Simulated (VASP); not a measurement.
Output of a VASP run:

File OSZICAR:
```
       N       E                     dE             d eps       ncg     rms          rms(c)
DAV:   1     0.634839923974E+02    0.63484E+02   -0.50738E+03  1512   0.997E+02
DAV:   2    -0.352114816983E+00   -0.63836E+02   -0.63608E+02  1560   0.226E+02
DAV:   3    -0.166320256943E+01   -0.13111E+01   -0.13069E+01  2286   0.351E+01
DAV:   4    -0.174594400008E+01   -0.82741E-01   -0.82749E-01  2247   0.592E+00
DAV:   5    -0.174687018647E+01   -0.92619E-03   -0.92576E-03  2434   0.517E-01    0.231E+00
DAV:   6    -0.174372715323E+01    0.31430E-02   -0.14371E-02  1976   0.149E+00    0.142E+00
DAV:   7    -0.174471489187E+01   -0.98774E-03   -0.21003E-02  1874   0.199E+00    0.113E-01
DAV:   8    -0.174406806773E+01    0.64682E-03   -0.26081E-03  1887   0.552E-01    0.233E-02
DAV:   9    -0.174408088728E+01   -0.12820E-04   -0.16370E-04  2436   0.979E-02    0.952E-03
DAV:  10    -0.174408674371E+01   -0.58564E-05   -0.16519E-05  1964   0.455E-02    0.132E-03
DAV:  11    -0.174408531312E+01    0.14306E-05   -0.99219E-07  2399   0.981E-03    0.455E-04
DAV:  12    -0.174408554362E+01   -0.23050E-06   -0.56332E-08  1519   0.180E-03    0.115E-04
DAV:  13    -0.174408562961E+01   -0.85988E-07   -0.96442E-09  1080   0.807E-04
   1 F= -.17440856E+01 E0= -.17440856E+01  d E =0.000000E+00
```

File OUTCAR:
```
------------------------ aborting loop because EDIFF is reached ----------------------------------------
  FORCE on cell =-STRESS in cart. coord.  units (eV):
  Direction    XX          YY          ZZ          XY          YZ          ZX
  --------------------------------------------------------------------------------------
  Total       -0.0170256     -0.0170256     -0.0170256     -0.0000000      0.0000000     -0.0000000
  in kB       -0.6143721     -0.6143721     -0.6143721     -0.0000000      0.0000000     -0.0000000
  external PRESSURE =      -0.6143721 kB  Pullay stress =       0.0000000 kB
  volume of cell :       44.40
      direct lattice vectors                 reciprocal lattice vectors
     0.000000000  2.810499781  2.810499781    -0.177904301  0.177904301  0.177904301
     2.810499781  0.000000000  2.810499781     0.177904301 -0.177904301  0.177904301
     2.810499781  2.810499781  0.000000000     0.177904301  0.177904301 -0.177904301
 POSITION                                       TOTAL-FORCE (eV/Angst)
 -----------------------------------------------------------------------------------
      0.00000      0.00000      0.00000         0.000000      0.000000      0.000000
 -----------------------------------------------------------------------------------
    total drift:                               -0.000000     -0.000000     -0.000000
  FREE ENERGIE OF THE ION-ELECTRON SYSTEM (eV)
  ---------------------------------------------------
  free  energy   TOTEN  =        -1.7440856296 eV

  energy  without entropy=       -1.7440856296  energy(sigma->0) =       -1.74408563

 total charge

# of ion       s       p       d       tot
------------------------------------------
    1        2.080   5.837   0.147   8.064
```
(Selected blocks of OUTCAR.)

**POSCAR**
```
Ca
1
    0.0000000000     2.8104997808     2.8104997808
    2.8104997808     0.0000000000     2.8104997808
    2.8104997808     2.8104997808     0.0000000000
Ca
1
Direct
  0.0000000000   0.0000000000   0.0000000000
```

Problem. Write an INCAR and KPOINTS that could have produced this output.

Solution. One answer among several that fit: the input of the run itself, RPBE GGA, plane waves, VASP's PBE PAW potentials (set 64).

**KPOINTS**
```
K-points
0
gamma
  13 13 13
```

### INCAR
```
SYSTEM = Ca
PREC = Accurate
ENCUT = 520
EDIFF = 1E-7
NELM = 100
ALGO = Normal
LREAL = .FALSE.
LASPH = .TRUE.
ISMEAR = -5
GGA = RP
LWAVE = .FALSE.
LCHARG = .TRUE.
LORBIT = 11
NEDOS = 601
ISIF = 2
```

POTCAR, in this order: Ca_sv (PBE.64 set). Program: vasp_std.

For a metal the tetrahedron method with Blöchl corrections gives inexact stress and forces.

The compound is Ca in the fcc structure. It was relaxed first.
